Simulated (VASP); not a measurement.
# The low-index faces of Be

Aim: compare the low-index faces of Be at one level of theory.

Program: VASP 6.6.1. Level of theory: PBE; plane waves and PAW (Be). Results are calculated unless marked as measured.

## 1. The starting structure

Symmetry: P6_3/mmc, No. 194, hexagonal system. The conventional cell has a = 2.290 Å, b = 2.290 Å, c = 3.588 Å, α = 90.00°, β = 90.00°, γ = 120.00°. Be has 12 Be at 2.23 to 2.29 Å nearest.

## 2. The bulk reference, job relaxation, k-mesh 19×19×11

The bulk crystal is relaxed first, so that the slabs are cut at this functional's lattice.

Input file INCAR:

```
SYSTEM = Be
PREC = Accurate
ENCUT = 420
EDIFF = 1E-06
NELM = 120
ISMEAR = 1
SIGMA = 0.15
LREAL = .FALSE.
ALGO = Normal
GGA = PE
NBANDS = 8
LORBIT = 11
LWAVE = .FALSE.
LCHARG = .FALSE.
KPAR = 4
IBRION = 2
NSW = 30
ISIF = 3
EDIFFG = -0.01
POTIM = 0.4
```

Input file POSCAR:

```
Be
1.0
    2.2900000000      0.0000000000      0.0000000000
   -1.1450000000      1.9831981747      0.0000000000
    0.0000000000      0.0000000000      3.5884300000
Be
2
Direct
    0.0000000000      0.0000000000      0.0000000000
    0.3333333333      0.6666666667      0.5000000000
```

Input file KPOINTS:

```
Automatic mesh
0
Gamma
19 19 11
0 0 0
```

The projector-augmented-wave data sets are Be (PBE family, release 64).

On the command line:

```bash
> mpirun -np 4 vasp_std
```

What it wrote:

```text
[banner, memory and clock lines left out]
running    4 mpi-ranks, on    1 nodes
 distrk:  each k-point on    1 cores,    4 groups
 distr:  one band on    1 cores,    1 groups

 POSCAR found type information on POSCAR Be
 POSCAR found :  1 types and       2 ions
 LDA part: xc-table for (Slater+PW92), standard interpolation
 POSCAR, INCAR and KPOINTS ok, starting setup
 FFT: planning ... GRIDC
 FFT: planning ... GRID_SOFT
 FFT: planning ... GRID
 WAVECAR not read
 entering main loop
       N       E                     dE             d eps       ncg     rms          rms(c)
DAV:   1    -0.406879620755E+01   -0.40688E+01   -0.17871E+03  3896   0.354E+02
DAV:   2    -0.757834453917E+01   -0.35095E+01   -0.34564E+01  6032   0.451E+01
DAV:   3    -0.759159928036E+01   -0.13255E-01   -0.13239E-01  4176   0.251E+00
DAV:   4    -0.759160619789E+01   -0.69175E-05   -0.69169E-05  5680   0.665E-02
DAV:   5    -0.759160619880E+01   -0.90465E-09   -0.93659E-09  4264   0.366E-04    0.118E+00
DAV:   6    -0.754929154933E+01    0.42315E-01   -0.53845E-03  4648   0.789E-01    0.724E-01
DAV:   7    -0.753195469694E+01    0.17337E-01   -0.61088E-03  4864   0.829E-01    0.257E-02
DAV:   8    -0.753193332644E+01    0.21371E-04   -0.10912E-05  4224   0.316E-02    0.878E-03
DAV:   9    -0.753193282448E+01    0.50196E-06   -0.25597E-06  5072   0.151E-02
   1 F= -.75319328E+01 E0= -.75318988E+01  d E =-.753193E+01
 curvature:   0.00 expect dE= 0.000E+00 dE for cont linesearch  0.000E+00
 trial: gam= 0.00000 g(F)=  0.300E-50 g(S)=  0.727E-02 ort = 0.000E+00 (trialstep = 0.100E+01)
 search vector abs. value=  0.727E-02
 bond charge predicted
       N       E                     dE             d eps       ncg     rms          rms(c)
DAV:   1    -0.753686252209E+01   -0.49292E-02   -0.12799E-02  4928   0.985E-01    0.456E-02
DAV:   2    -0.753683121621E+01    0.31306E-04   -0.16274E-05  4456   0.386E-02    0.285E-02
DAV:   3    -0.753682093537E+01    0.10281E-04   -0.12555E-05  4120   0.439E-02    0.127E-03
DAV:   4    -0.753682066365E+01    0.27172E-06   -0.62077E-08  3112   0.269E-03
   2 F= -.75368207E+01 E0= -.75367975E+01  d E =-.488784E-02
[...]
3 F= -.75374147E+01 E0= -.75373967E+01  d E =-.548192E-02
[...]
4 F= -.75374162E+01 E0= -.75373984E+01  d E =-.548334E-02
 curvature:  -0.73 expect dE=-0.200E-04 dE for cont linesearch -0.812E-07
 ZBRENT: bracketing found
 ZBRENT: accuracy reached
 trial: gam= 0.00770 g(F)=  0.861E-51 g(S)=  0.275E-04 ort =-0.285E-04 (trialstep = 0.110E+01)
 search vector abs. value=  0.275E-04
 bond charge predicted
       N       E                     dE             d eps       ncg     rms          rms(c)
DAV:   1    -0.753743456467E+01   -0.18535E-04   -0.14210E-04  4568   0.602E-02    0.441E-03
DAV:   2    -0.753743431661E+01    0.24806E-06   -0.73640E-07  4448   0.634E-03
   5 F= -.75374343E+01 E0= -.75374194E+01  d E =-.181507E-04
 trial-energy change:   -0.000018  1 .order   -0.000018   -0.000030   -0.000006
 step:   1.3839(harm=  1.3839)  dis= 0.00000  next Energy=    -7.537435 (dE=-0.189E-04)
 reached required accuracy - stopping structural energy minimisation
```

It took 9.6 s on 4 MPI ranks of AMD EPYC 7R43, shared host; peak memory 0.4 GiB.

The logs omit lines about the potential files and the build; timing stands in the text.

Parts of OUTCAR (step 2):

```text
ion  position               nearest neighbor table
   1  0.000  0.000  0.000-   2 2.23   2 2.23   2 2.23   2 2.23   2 2.23   2 2.23
   2  0.333  0.667  0.500-   1 2.23   1 2.23   1 2.23   1 2.23   1 2.23   1 2.23

  LATTYP: Found a hexagonal cell.
 ALAT       =     2.2900000000
 C/A-ratio  =     1.5670000000

 Subroutine GETGRP returns: Found 24 space group operations
 (whereof 12 operations were pure point group operations)

The static configuration has the point symmetry D_3h.
 The point group associated with its full space group is D_6h.

 Found    240 irreducible k-points:

   k-points           NKPTS =    240   k-points in BZ     NKDIM =    240   number of bands    NBANDS=      8

   dimension x,y,z NGX =    16 NGY =   16 NGZ =   24
   dimension x,y,z NGXF=    32 NGYF=   32 NGZF=   48

   ENCUT  =  420.0 eV  30.87 Ry    5.56 a.u.   3.83  3.83  6.00*2*pi/ulx,y,z

   NELECT =       4.0000    total number of electrons

 k-points in reciprocal lattice and weights: Automatic mesh
   0.00000000  0.00000000  0.00000000       0.000
   0.05263158  0.00000000  0.00000000       0.002
   0.10526316  0.00000000  0.00000000       0.002
   0.15789474 -0.00000000  0.00000000       0.002
   0.21052632 -0.00000000  0.00000000       0.002
   0.26315789 -0.00000000  0.00000000       0.002
   0.31578947 -0.00000000  0.00000000       0.002
   0.36842105  0.00000000  0.00000000       0.002
   0.42105263 -0.00000000  0.00000000       0.002
[...]
0.36842105  0.26315789  0.45454545       0.003
   0.31578947  0.31578947  0.45454545       0.003

 average (electrostatic) potential at core
       1 -32.7416       2 -32.7416

 E-fermi :   7.0982

 k-point     1 :       0.0000    0.0000    0.0000
  band No.  band energies     occupation
      1      -4.3279      2.00000
      2       2.5704      2.00000
      3       8.1077     -0.00000
      4      23.0349      0.00000
      5      23.0349      0.00000
      6      25.8735      0.00000
      7      25.8735      0.00000
    ...

 k-point     2 :       0.0526    0.0000    0.0000
  band No.  band energies     occupation
      1      -4.2482      2.00000
      2       2.6749      2.00000
      3       8.1318     -0.00000
      4      22.3655      0.00000
      5      22.5261      0.00000
      6      25.8803      0.00000
      7      26.1468      0.00000
    ...

 k-point     3 :       0.1053    0.0000    0.0000
  band No.  band energies     occupation
      1      -4.0090      2.00000
      2       2.9880      2.00000
      3       8.1995     -0.00000
      4      20.7093      0.00000
      5      21.4835      0.00000
      6      25.8330      0.00000
      7      26.4440      0.00000
    ...

  Total       -0.0005500     -0.0005500      0.0081927      0.0000000      0.0000000      0.0000000
  in kB       -0.0556914     -0.0556914      0.8296072      0.0000000      0.0000000      0.0000000
  external PRESSURE =       0.2394081 kB  Pullay stress =       0.0000000 kB

  energy-cutoff  :      420.00
  volume of cell :       15.82
      direct lattice vectors                 reciprocal lattice vectors
     2.262905337  0.000000000  0.000000000     0.441909780  0.255136731 -0.000000000
    -1.131452668  1.959733508  0.000000000     0.000000000  0.510273461 -0.000000000
     0.000000000  0.000000000  3.567820257     0.000000000 -0.000000000  0.280283178

 POSITION                                       TOTAL-FORCE (eV/Angst)
 -----------------------------------------------------------------------------------
      0.00000      0.00000      3.56782        -0.000000      0.000000     -0.000000
     -0.00000      1.30649      1.78391         0.000000     -0.000000      0.000000
 -----------------------------------------------------------------------------------
    total drift:                                0.000000     -0.000000      0.000000

  FREE ENERGIE OF THE ION-ELECTRON SYSTEM (eV)
  ---------------------------------------------------
  free  energy   TOTEN  =        -7.5374343166 eV

  energy  without entropy=       -7.5373896099  energy(sigma->0) =       -7.53741941

 reached required accuracy - stopping structural energy minimisation

 total charge
# of ion       s       p       d       tot
------------------------------------------
    1        0.405   0.768   0.000   1.173
    2        0.405   0.768   0.000   1.173
--------------------------------------------------
tot          0.811   1.535   0.000   2.346

[... 3 further parts left out ...]
```

CONTCAR:

```
Be
   1.00000000000000
     2.2629053365118912    0.0000000000000000    0.0000000000000000
    -1.1314526682559456    1.9597335078111138    0.0000000000000000
     0.0000000000000000    0.0000000000000000    3.5678202571905677
  Be
     2
Direct
     0.0000000000000000    0.0000000000000000    1.0000000000000000
     0.3333333332999970    0.6666666667000030    0.5000000000000000
```

The run keeps the 24 symmetry operations of its start, so it cannot find a distortion of lower symmetry.

Relaxation path:

| step | energy less that of the first step (eV) | largest force (eV/Å) | pressure (GPa) | volume (Å³) |
| --- | --- | --- | --- | --- |
| 1 | 0.0000 | 0.0000 | -3.38 | 16.30 |
| 2 | -0.0049 | 0.0000 | -1.11 | 15.97 |
| 3 | -0.0055 | 0.0000 | -0.01 | 15.83 |
| 4 | -0.0055 | 0.0000 | 0.07 | 15.82 |
| 5 | -0.0055 | 0.0000 | 0.02 | 15.82 |

| conventional cell, symmetrised | before | after | change |
| --- | --- | --- | --- |
| a (Å) | 2.290 | 2.263 | -1.2 % |
| b (Å) | 2.290 | 2.263 | -1.2 % |
| c (Å) | 3.588 | 3.568 | -0.6 % |
| volume (Å³/atom) | 8.15 | 7.91 | -2.9 % |

The relaxed structure:

```xyz
2
Lattice="2.2629 0.0000 0.0000 -1.1315 1.9597 0.0000 0.0000 0.0000 3.5678" Properties=species:S:1:pos:R:3 pbc="T T T"
Be    0.0000    0.0000    0.0000
Be    0.0000    1.3065    1.7839
```

Numbers from this step:

| Item | Value |
| --- | --- |
| electronic cycles | 20 |
| electrons | 4 |
| free energy (TOTEN) | -7.537 eV |
| Fermi energy | 7.098 eV |
| metallic | yes |

The run ended after 5 ionic steps, 0.006 eV below its first step, once forces and stress met EDIFFG = -0.01.

Energy at zero smearing: -7.53742 eV.

## 3. The bulk reference, job self-consistent run, k-mesh 23×23×13

Input file INCAR:

```
SYSTEM = Be
PREC = Normal
ENCUT = 320
EDIFF = 1E-06
NELM = 120
ISMEAR = 1
SIGMA = 0.15
LREAL = .FALSE.
ALGO = Fast
GGA = PE
NBANDS = 8
LORBIT = 11
LWAVE = .FALSE.
LCHARG = .FALSE.
KPAR = 4
```

Input file POSCAR:

```
Be
1.0
    2.2629053365      0.0000000000      0.0000000000
   -1.1314526683      1.9597335078      0.0000000000
    0.0000000000      0.0000000000      3.5678202572
Be
2
Direct
    0.0000000000      0.0000000000      0.0000000000
    0.3333333333      0.6666666667      0.5000000000
```

Input file KPOINTS:

```
Automatic mesh
0
Gamma
23 23 13
0 0 0
```

On the command line:

```bash
> mpirun -np 4 vasp_std
```

What it wrote:

```text
[... set-up lines as in an earlier step ...]
 entering main loop
       N       E                     dE             d eps       ncg     rms          rms(c)
DAV:   1    -0.522276815335E+01   -0.52228E+01   -0.15817E+03  6704   0.289E+02
DAV:   2    -0.759020668958E+01   -0.23674E+01   -0.23251E+01  9768   0.338E+01
DAV:   3    -0.759818771776E+01   -0.79810E-02   -0.79813E-02  6520   0.177E+00
DAV:   4    -0.759819132787E+01   -0.36101E-05   -0.36101E-05  9448   0.401E-02
DAV:   5    -0.759819132837E+01   -0.49907E-09   -0.32539E-09  6648   0.175E-04    0.120E+00
RMM:   6    -0.755167785516E+01    0.46513E-01   -0.52115E-03  6272   0.782E-01    0.737E-01
RMM:   7    -0.753305956805E+01    0.18618E-01   -0.65040E-03  6945   0.775E-01    0.263E-02
RMM:   8    -0.753305888328E+01    0.68476E-06   -0.30814E-04  6793   0.175E-01    0.105E-02
RMM:   9    -0.753306246376E+01   -0.35805E-05   -0.10637E-05  7104   0.221E-02    0.288E-03
RMM:  10    -0.753305983578E+01    0.26280E-05   -0.74163E-07  6328   0.562E-03    0.151E-03
RMM:  11    -0.753305922169E+01    0.61409E-06   -0.36223E-08  5716   0.158E-03
   1 F= -.75330592E+01 E0= -.75331147E+01  d E =0.166458E-03
```

The job ended after 4 s (4 MPI ranks; peak memory 0.33 GiB).

OUTCAR, selected parts (step 3):

```text
  LATTYP: Found a hexagonal cell.
 ALAT       =     2.2629053365
 C/A-ratio  =     1.5766546659

 Found    392 irreducible k-points:

   k-points           NKPTS =    392   k-points in BZ     NKDIM =    392   number of bands    NBANDS=      8

   dimension x,y,z NGX =    10 NGY =   10 NGZ =   16
   dimension x,y,z NGXF=    20 NGYF=   20 NGZF=   32

   ENCUT  =  320.0 eV  23.52 Ry    4.85 a.u.   3.30  3.30  5.20*2*pi/ulx,y,z

   NELECT =       4.0000    total number of electrons

 E-fermi :   6.9591

 k-point     1 :       0.0000    0.0000    0.0000
  band No.  band energies     occupation
      1      -4.3273      2.00000
      2       2.5714      2.00000
      3       8.1092     -0.00000
      4      23.0388      0.00000
      5      23.0389      0.00000
      6      25.8772      0.00000
      7      25.8772      0.00000
    ...

 k-point     2 :       0.0435    0.0000    0.0000
  band No.  band energies     occupation
      1      -4.2729      2.00000
      2       2.6426      2.00000
      3       8.1257     -0.00000
      4      22.5720      0.00000
      5      22.6750      0.00000
      6      25.8827      0.00000
      7      26.0793      0.00000
    ...

  Total        0.0443123      0.0443123     -0.0464080     -0.0000000      0.0000000     -0.0000000
  in kB        4.4871260      4.4871260     -4.6993465     -0.0000000      0.0000000     -0.0000000
  external PRESSURE =       1.4249685 kB  Pullay stress =       0.0000000 kB

  energy-cutoff  :      320.00
  volume of cell :       15.82
      direct lattice vectors                 reciprocal lattice vectors
     2.262905336  0.000000000  0.000000000     0.441909780  0.255136731  0.000000000
    -1.131452668  1.959733508  0.000000000     0.000000000  0.510273461  0.000000000
     0.000000000  0.000000000  3.567820257     0.000000000  0.000000000  0.280283178

 POSITION                                       TOTAL-FORCE (eV/Angst)
 -----------------------------------------------------------------------------------
      0.00000      0.00000      0.00000         0.000000      0.000000      0.000000
     -0.00000      1.30649      1.78391        -0.000000      0.000000      0.000000
 -----------------------------------------------------------------------------------
    total drift:                               -0.000000      0.000000      0.000000

  FREE ENERGIE OF THE ION-ELECTRON SYSTEM (eV)
  ---------------------------------------------------
  free  energy   TOTEN  =        -7.5330592217 eV

  energy  without entropy=       -7.5332256792  energy(sigma->0) =       -7.53311471

 total charge
# of ion       s       p       d       tot
------------------------------------------
    1        0.405   0.763   0.000   1.168
    2        0.405   0.763   0.000   1.168
--------------------------------------------------
tot          0.811   1.526   0.000   2.337

[... 2 parts as in an earlier step ...]

[... 7 further parts left out ...]
```

This step gave:

```yaml
electronic_cycles: 11
free_energy_toten: -7.533 eV
energy_at_zero_smearing: -7.533 eV
fermi_energy: 6.959 eV
```

Energy at zero smearing: -7.53311 eV.

The run ends at a pressure of 0.14 GPa.

[end of part 1 of 4]

[Lines on the potential files, build, host, timing and source positions are cut from VASP's logs without a mark.]

[Logs are printed without paths, hosts, clocks, repeated set-up lines and the standing remarks that a program may print on its own settings, such as how far it seeks lower states.]

[Hosts, paths, dates, database ids (printed as entryN), source tags and the programs' standing remarks are cut or masked in the printed files.]

[Runs that stopped without an error message from VASP are left out.]
